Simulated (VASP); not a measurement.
Data:

```
Li2S
1.0
    0.00000     2.82722     2.78481
    2.78481     0.00000     2.78481
    2.78481     2.82722     0.00000
Li S
2 1
Direct
  0.25000   0.25000   0.25000
  0.75000   0.75000   0.75000
  0.00000   0.00000   0.00000
```

Level of theory: PBEsol GGA, VASP's PBE PAW potentials (set 64) (plane waves; VASP). Run with 600 eV cut-off, 6×6×6 Γ-centred mesh, Gaussian smearing of 0.050 eV, potentials Li_sv S.

### Question
Give the stress tensor in GPa (positive for a compressed cell).

### Answer

```
1.68  0.00  0.00
0.00  0.67  0.00
0.00  0.00  1.68
```
The pressure is its mean diagonal, 1.34 GPa.

The compound is Li2S in the antifluorite structure. This cell was strained or had an atom moved on purpose.
